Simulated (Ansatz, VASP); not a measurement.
# CoSi: VASP beside Ansatz, part 3 of 3

Wanted: the spread between two codes on one cell, functional and k mesh. The structure shown is the start of the Ansatz relaxation below; VASP solves that cell, so the two are compared at the walk's first step.

VASP 6.6.1 and Ansatz 0.2.0.

So far. Step 7 (VASP: single point, PBEsol, start cell, pair 2): The run ends at a pressure of -6.95 GPa, with forces up to 0.041 eV/Å.

### Step 10. Ansatz: relaxation, PBEsol

Level of this step: Ansatz beside VASP: Kohn-Sham DFT, plane waves, PBEsol (Ansatz).

The two programs are compared at the cell with which this relaxation starts, whose forces are those of its first step. The cell compared in this pair holds 88.19 Å³, against 87.10 Å³ for the pair before.

The structure compared here is the start of the Ansatz relaxation; VASP solves that cell, so the two are compared at the walk's first step.

The input, input.yaml:

```yaml
crystal:
  lattice:
    - [4.5173307923, 0.0, 0.0]
    - [0.0, 4.5173307923, 0.0]
    - [0.0, 0.0, 4.3218760058]
  atoms:
    - { symbol: Si, position: [0.8421946926, 0.8426493693, 0.8440670748] }
    - { symbol: Si, position: [0.6578053074, 0.1573506307, 0.3440670748] }
    - { symbol: Si, position: [0.3421946926, 0.6573506307, 0.1559329252] }
    - { symbol: Si, position: [0.1578053074, 0.3426493693, 0.6559329252] }
    - { symbol: Co, position: [0.1439716781, 0.1445338183, 0.1450390583] }
    - { symbol: Co, position: [0.3560283219, 0.8554661817, 0.6450390583] }
    - { symbol: Co, position: [0.6439716781, 0.3554661817, 0.8549609417] }
    - { symbol: Co, position: [0.8560283219, 0.6445338183, 0.3549609417] }
kpoints:
  mp_grid: { grid: [8, 8, 8] }
hamiltonian:
  xc: pbesol
  pseudopotentials: { kind: paw, azcp: { folder: soft_1 }, xc_functional: pbe }
scf:
  occupations: { method: methfessel_paxton, width: 0.2 }
output:
  forces: true
  stress: true
  eigenvalues: true
relax:
  adjacent_minimum: "off"
  f_tol: 0.001
  max_steps: 60
  cell: { stress_tol: 0.01, fix: [a, b, gamma] }
```

Launch:

```console
$ ansatz run input.yaml --threads 4 --pin off --max-ram 16384MiB --backend cpu --events-out ev --progress --plain --runs-dir out
```

Numbers of over 12 decimals in the logs are rounded to 6 here.

The program printed:

```text
[...]
Crystal: 8 atoms, lattice volume = 88.193 Å³
Basis set: ecut = 420 eV, 1727 PW (Γ), exchange–correlation on 64×64×60 points (8 copies of the dense FFT grid, shifted against one another)
Bands: 51, of which v1, the nominal top of the filled ones, is band 42 counted from 1 (41 counted from 0)
Symmetry: 4 space group operations
[...]
k-points: 125 of 512 (time reversal used)
[...]
atoms:
    - { symbol: Si, position: [0.841733, 0.842173, 0.844531] }
    - { symbol: Si, position: [0.658267, 0.157827, 0.344531] }
    - { symbol: Si, position: [0.341733, 0.657827, 0.155469] }
    - { symbol: Si, position: [0.158267, 0.342173, 0.655469] }
    - { symbol: Co, position: [0.142696, 0.143710, 0.144497] }
    - { symbol: Co, position: [0.357304, 0.856290, 0.644497] }
    - { symbol: Co, position: [0.642696, 0.356290, 0.855503] }
    - { symbol: Co, position: [0.857304, 0.643710, 0.355503] }
[key lines of the parts left out:]
SCF converged after 6 iterations
Free energy (F): -22863.588375 eV
Fermi energy:    16.404489 eV
P = ⅓ Tr σ = -7.6306 GPa (-76.306 kbar)
```

### Step 11. VASP: single point, PBEsol, start cell, pair 3

The same cell, functional, mesh and smearing now go to VASP, with its own data sets.

The input, INCAR:

```
SYSTEM = CoSi
PREC = Accurate
ENCUT = 520
EDIFF = 1E-06
NELM = 120
ISMEAR = 1
SIGMA = 0.2
LREAL = .FALSE.
ALGO = Normal
GGA = PS
NBANDS = 34
LASPH = .TRUE.
LORBIT = 11
LWAVE = .FALSE.
LCHARG = .FALSE.
ISIF = 2
GGA_COMPAT = .FALSE.
KPAR = 2
```

The input, POSCAR:

```
CoSi
1.0
    4.5173310000      0.0000000000      0.0000000000
    0.0000000000      4.5173310000      0.0000000000
    0.0000000000      0.0000000000      4.3218760000
Si Co
4 4
Direct
    0.8421946499      0.8426493432      0.8440670209
    0.6578052394      0.1573506568      0.3440670209
    0.3421947606      0.6573505462      0.1559329791
    0.1578053501      0.3426494538      0.6559329791
    0.1439717391      0.1445337966      0.1450390988
    0.3560283716      0.8554662034      0.6450390988
    0.6439716284      0.3554660927      0.8549609012
    0.8560282609      0.6445336859      0.3549609012
```

The input, KPOINTS:

```
Automatic mesh
0
Gamma
8 8 8
0 0 0
```

The projector-augmented-wave data sets are Si and Co (PBE family, release 64).

Launch:

```console
$ mpirun -np 2 vasp_std
```

The program printed:

```text
[... set-up lines as in an earlier step ...]
 entering main loop
       N       E                     dE             d eps       ncg     rms          rms(c)
DAV:   1     0.347376170987E+03    0.34738E+03   -0.22185E+04  8500   0.175E+03
DAV:   2    -0.359684292362E+02   -0.38334E+03   -0.36930E+03  8500   0.376E+02
DAV:   3    -0.648608601253E+02   -0.28892E+02   -0.27721E+02  9234   0.124E+02
DAV:   4    -0.662455173656E+02   -0.13847E+01   -0.13656E+01 11310   0.241E+01
[...]
DAV:  13    -0.596229843709E+02   -0.16735E-05   -0.70477E-05 13496   0.543E-02    0.315E-02
DAV:  14    -0.596229800013E+02    0.43696E-05   -0.18529E-05 12058   0.359E-02    0.233E-03
DAV:  15    -0.596229800503E+02   -0.49005E-07   -0.80948E-07  4820   0.842E-03
   1 F= -.59622980E+02 E0= -.59629176E+02  d E =0.185873E-01
```

OUTCAR, selected parts (step 11):

```text
  Total       -6.8665451     -6.7803210     -1.4536569      0.0000000      0.0000000      0.0000000
  in kB     -124.7420081   -123.1756062    -26.4080520      0.0000000      0.0000000      0.0000000
  external PRESSURE =     -91.4418888 kB  Pullay stress =       0.0000000 kB

 POSITION                                       TOTAL-FORCE (eV/Angst)
 -----------------------------------------------------------------------------------
      3.80447      3.80653      3.64795        -0.015765     -0.014556      0.006022
      2.97152      0.71080      1.48702         0.015765      0.014556      0.006022
      1.54581      2.96947      0.67392        -0.015765      0.014556     -0.006022
      0.71286      1.54786      2.83486         0.015765     -0.014556     -0.006022
      0.65037      0.65291      0.62684        -0.035089     -0.025019     -0.011474
      1.60830      3.86442      2.78778         0.035089      0.025019     -0.011474
      2.90903      1.60576      3.69503        -0.035089      0.025019      0.011474
      3.86696      2.91157      1.53410         0.035089     -0.025019      0.011474
 -----------------------------------------------------------------------------------
    total drift:                                0.000041     -0.000029     -0.000019

  FREE ENERGIE OF THE ION-ELECTRON SYSTEM (eV)
  ---------------------------------------------------
  free  energy   TOTEN  =       -59.6229800503 eV

  energy  without entropy=      -59.6415673413  energy(sigma->0) =      -59.62917581

[... 1 part as in an earlier step ...]

[... 2 further parts left out ...]
[key lines of the parts left out:]
E-fermi :  11.7732
```

The run ends at a pressure of -9.14 GPa, with forces up to 0.045 eV/Å.

### Step 12. Comparison

What differs besides the data sets and the points named for the pairs above, as far as they apply: the data sets hold 84 valence electrons in Ansatz (on its PAW soft_1 files) and 52 in VASP. Total energies have different zeros and are not compared.

Forces (eV/Å; atoms numbered as in POSCAR):

```csv
atom,"Ansatz x, y, z","VASP x, y, z"
Si1,"-0.018, -0.017, 0.004","-0.016, -0.015, 0.006"
Si2,"0.018, 0.017, 0.004","0.016, 0.015, 0.006"
Si3,"-0.018, 0.017, -0.004","-0.016, 0.015, -0.006"
Si4,"0.018, -0.017, -0.004","0.016, -0.015, -0.006"
Co5,"-0.041, -0.026, -0.018","-0.035, -0.025, -0.011"
Co6,"0.041, 0.026, -0.018","0.035, 0.025, -0.011"
Co7,"-0.041, 0.026, 0.018","-0.035, 0.025, 0.011"
Co8,"0.041, -0.026, 0.018","0.035, -0.025, 0.011"
```

The forces differ by 4.0 meV/Å r.m.s., which is 19.8 % of the r.m.s. force of 0.020 eV/Å (both taken over all components).

### Step 13. What the set-up changes

Further runs change the set-up of one program: Ansatz's method, potentials or start, or VASP's data sets, cutoff or form of LDA. The table gives that difference for each run.

```csv
run,r.m.s. force difference (meV/Å)
as above,4.0
VASP with a cutoff of 600 eV (perhaps on Ansatz's relaxed cell),4.7
```

### Step 14. What came out

| Item | Value |
| --- | --- |
| r.m.s. force difference (single point, PBEsol, start cell, pair 1) | 4.0 meV/Å |
| r.m.s. force difference (single point, PBEsol, start cell, pair 2) | 3.6 meV/Å |
| r.m.s. force difference (single point, PBEsol, start cell, pair 3) | 4.0 meV/Å |

The r.m.s. force difference is 4.0 meV/Å (single point, PBEsol, start cell, pair 3), within the 12 meV/Å picked in this series as the mark of a large difference. The data sets hold unlike numbers of valence electrons (84 in Ansatz and 52 in VASP), so part of the differences comes from the potentials. 1 further run of this series is not shown here. Such differences can come from data sets, numerical settings and the points named under the comparisons, not from the functional's error against experiment.

[Lines on the potential files, build, host, timing and source positions are cut from VASP's logs without a mark.]

[Logs are printed without paths, hosts, clocks, repeated set-up lines and the standing remarks that a program may print on its own settings, such as how far it seeks lower states.]

[Hosts, paths, dates, database ids (printed as entryN), source tags and the programs' standing remarks are cut or masked in the printed files.]

[Rows of further runs with another cutoff or data set may stand on the cell that Ansatz relaxed, not on the start cell of the pair above them.]
